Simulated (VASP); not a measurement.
Method: PBEsol GGA, VASP's PBE PAW potentials (set 64) (plane waves; VASP).

The input files of a VASP run:

POSCAR:
```
MgB2
1
    1.5659341566    -2.7122770222     0.0000000000
    1.5659341566     2.7122770222     0.0000000000
    0.0000000000     0.0000000000     3.5414987281
Mg B
1 2
Direct
  0.0000000000   0.0000000000   0.0000000000
  0.3333330000   0.6666670000   0.5000000000
  0.6666670000   0.3333330000   0.5000000000
```

KPOINTS:
```
K-points
0
G
11 11 9
```

### INCAR
```
SYSTEM = MgB2
PREC = Accurate; ENCUT = 520; LREAL = F
LASPH = T
EDIFF = 1E-7; NELM = 100; ALGO = Normal
ISMEAR = 1; SIGMA = 0.1
GGA = PS
IBRION = 2; NSW = 30; ISIF = 4
EDIFFG = -0.01
LWAVE = F; LCHARG = F
```

POTCAR, in this order: Mg B (PBE.64 set). Program: vasp_std.

Question: What does the run give for the energy per atom (σ→0), band gap (on the k-mesh)?

Answer: 
```yaml
energy per atom (σ→0): -5.395 eV/atom
band gap (on the k-mesh): none (metal, semimetal or under 0.01 eV)
```

File OSZICAR:
```
...
       N       E                     dE             d eps       ncg     rms          rms(c)
DAV:   1    -0.161843192826E+02   -0.91463E-03   -0.16518E-02  1784   0.992E-01    0.798E-02
DAV:   2    -0.161839507233E+02    0.36856E-03   -0.82200E-04  1744   0.180E-01    0.340E-02
DAV:   3    -0.161838885311E+02    0.62192E-04   -0.24983E-04  1584   0.854E-02    0.818E-03
DAV:   4    -0.161838866924E+02    0.18388E-05   -0.11003E-05  1584   0.246E-02    0.195E-03
DAV:   5    -0.161838864813E+02    0.21109E-06   -0.90784E-07  1528   0.551E-03    0.329E-04
DAV:   6    -0.161838864911E+02   -0.98302E-08   -0.19397E-08   936   0.117E-03
   3 F= -.16183886E+02 E0= -.16184018E+02  d E =-.110209E-01
```

The compound is MgB2 in the AlB2 type structure. This cell is one point of a volume scan, at 1.06 of the reference volume. Symmetry was kept, so distortions that lower it aren't found.
